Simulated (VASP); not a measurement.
Given:

```
GaSb
1.0
    0.00000     3.05239     3.05239
    3.05239     0.00000     3.05239
    3.05239     3.05239     0.00000
Ga Sb
1 1
Direct
  0.00000   0.00000   0.00000
  0.25000   0.25000   0.25000
```

All values below come from r2SCAN+rVV10, VASP's PBE PAW potentials (set 64) (plane waves; VASP 6.6.1). Run with 400 eV cut-off, 8×8×8 Γ-centred mesh, tetrahedra with Blöchl corrections, potentials Ga_d Sb.

Unless said otherwise, spin-orbit coupling is left out, though it shifts the bands of the heavy elements here.

Question: Give the energies of bands 7 to 12 at the high-symmetry points, in eV from the valence-band maximum.

Answer: 
```csv
band,Γ,X,U,L,W
7,0.00,-7.09,-6.89,-6.63,-6.94
8,0.00,-2.73,-3.81,-1.23,-3.53
9,0.00,-2.73,-2.33,-1.23,-3.31
10,0.50,1.07,1.59,0.67,4.03
11,2.96,1.41,4.17,3.99,4.56
12,2.96,9.31,7.10,3.99,4.81
```

The gap is direct, 0.50 eV, from the valence maximum at Γ to the conduction minimum at Γ.

The structure comes from a measured GaSb entry (F-43m) of the Crystallography Open Database, whose conditions weren't checked. It was relaxed first.
